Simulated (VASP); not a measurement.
Level of theory: PBEsol GGA, VASP's PBE PAW potentials (set 64) (plane waves; VASP).

Input for VASP

INCAR:
```
SYSTEM = MgS
PREC = Accurate
ENCUT = 500
EDIFF = 1E-6
NELM = 100
ALGO = Normal
LREAL = .FALSE.
LASPH = .TRUE.
ISMEAR = 0
SIGMA = 0.05
GGA = PS
LWAVE = .FALSE.
LCHARG = .FALSE.
IBRION = 2
ISIF = 3
NSW = 40
EDIFFG = -0.02
```

POSCAR:
```
MgS
1.0
  0.0000000000   2.5889242684   2.5889242684
  2.5889242684   0.0000000000   2.5889242684
  2.5889242684   2.5889242684   0.0000000000
Mg S
1 1
Cart
  0.0000000000   0.0000000000   0.0000000000
  2.5889242684   2.5889242684   2.5889242684
```

KPOINTS:
```
Automatic mesh
0
Gamma
9 9 9
0 0 0
```

POTCAR, in this order: Mg S (PBE.64 set). Program: vasp_std.

Output

File OSZICAR:
```
       N       E                     dE             d eps       ncg     rms          rms(c)
DAV:   1     0.196797121000E+02    0.19680E+02   -0.36043E+03   592   0.792E+02
DAV:   2    -0.857220530816E+01   -0.28252E+02   -0.27284E+02   768   0.102E+02
DAV:   3    -0.943648022374E+01   -0.86427E+00   -0.86427E+00   632   0.241E+01
DAV:   4    -0.944077136576E+01   -0.42911E-02   -0.42911E-02   968   0.193E+00
DAV:   5    -0.944077345795E+01   -0.20922E-05   -0.20922E-05   664   0.407E-02    0.417E+00
DAV:   6    -0.911910003093E+01    0.32167E+00   -0.80960E-01   592   0.441E+00    0.315E+00
DAV:   7    -0.907774046983E+01    0.41360E-01   -0.20073E-01   736   0.232E+00    0.197E+00
DAV:   8    -0.907518053764E+01    0.25599E-02   -0.88296E-03   648   0.757E-01    0.693E-01
DAV:   9    -0.907506130470E+01    0.11923E-03   -0.37523E-04   704   0.153E-01    0.240E-01
DAV:  10    -0.907506466980E+01   -0.33651E-05   -0.47467E-05   768   0.427E-02    0.517E-02
DAV:  11    -0.907506624960E+01   -0.15798E-05   -0.81114E-07   672   0.790E-03    0.138E-02
DAV:  12    -0.907506608955E+01    0.16006E-06   -0.50643E-08   320   0.143E-03
   1 F= -.90750661E+01 E0= -.90750661E+01  d E =-.907507E+01
```

OUTCAR:
```
------------------------ aborting loop because EDIFF is reached ----------------------------------------
  FORCE on cell =-STRESS in cart. coord.  units (eV):
  Direction    XX          YY          ZZ          XY          YZ          ZX
  --------------------------------------------------------------------------------------
  Total       -0.0035943     -0.0035943     -0.0035943      0.0000000      0.0000000     -0.0000000
  in kB       -0.1659328     -0.1659328     -0.1659328      0.0000000      0.0000000     -0.0000000
  external PRESSURE =      -0.1659328 kB  Pullay stress =       0.0000000 kB
  volume of cell :       34.70
      direct lattice vectors                 reciprocal lattice vectors
     0.000000000  2.588924268  2.588924268    -0.193130408  0.193130408  0.193130408
     2.588924268  0.000000000  2.588924268     0.193130408 -0.193130408  0.193130408
     2.588924268  2.588924268  0.000000000     0.193130408  0.193130408 -0.193130408
 POSITION                                       TOTAL-FORCE (eV/Angst)
 -----------------------------------------------------------------------------------
      0.00000      0.00000      0.00000        -0.000000     -0.000000     -0.000000
      2.58892      2.58892      2.58892         0.000000      0.000000      0.000000
 -----------------------------------------------------------------------------------
    total drift:                                0.000000      0.000000      0.000000
  FREE ENERGIE OF THE ION-ELECTRON SYSTEM (eV)
  ---------------------------------------------------
  free  energy   TOTEN  =        -9.0750660895 eV

  energy  without entropy=       -9.0750660895  energy(sigma->0) =       -9.07506609

 reached required accuracy - stopping structural energy minimisation
```
(Selected blocks of OUTCAR.)

The structure was generated: MgS was put into the rock salt type (Fm-3m), which need not be its known phase. It was relaxed first, which changed the volume by -7 %.
